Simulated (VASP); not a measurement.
Given:

```
Re
1.0
    1.39061    -2.40861     0.00000
    1.39061     2.40861     0.00000
    0.00000     0.00000     4.48535
Re
2
Direct
  0.33333   0.66667   0.25000
  0.66667   0.33333   0.75000
```

Calculation: optB88-vdW, VASP's PBE PAW potentials (set 64) (plane waves; VASP 6.6.1). Settings: 520 eV cut-off, 17×17×9 Γ-centred mesh, tetrahedra with Blöchl corrections, potentials Re.

Unless said otherwise, spin-orbit coupling is left out, though it shifts the bands of the heavy elements here.

Tabulate the total density of states (states/eV per cell) against energy (eV; zero at the valence-band maximum or, without a gap, the Fermi level).

```
E (eV) | DOS (states/eV)
    -9.93 |  0.00
    -9.61 |  0.00
    -9.28 | # 0.05
    -8.85 | # 0.10
    -8.53 | # 0.13
    -8.20 | # 0.15
    -7.88 | ## 0.18
    -7.55 | ## 0.24
    -7.23 | ## 0.26
    -6.80 | ### 0.36
    -6.47 | ##### 0.50
    -6.15 | ############## 1.54
    -5.83 | ############# 1.40
    -5.50 | ################## 1.98
    -5.07 | #################### 2.18
    -4.75 | ############### 1.63
    -4.42 | ############# 1.34
    -4.10 | ####################### 2.42
    -3.77 | ############### 1.60
    -3.45 | #################### 2.15
    -3.02 | ######################### 2.73
    -2.69 | ######### 0.98
    -2.37 | ########### 1.16
    -2.05 | ############################## 3.21
    -1.72 | ########################## 2.76
    -1.40 | ######################## 2.58
    -0.96 | ######################## 2.58
    -0.64 | ############################## 3.20
    -0.32 | ##################### 2.22
     0.01 | ############ 1.32
     0.33 | ############### 1.56
     0.76 | ############# 1.41
     1.09 | ########### 1.21
     1.41 | ########### 1.22
     1.74 | ########### 1.16
     2.06 | ############ 1.30
     2.38 | ############ 1.28
     2.82 | ################## 1.91
     3.14 | ################### 2.03
     3.46 | ####################### 2.44
```
Within 2 eV below the Fermi level the largest weight inside VASP's projection spheres is Re d.

The compound is Re in the hcp structure. It was relaxed first.
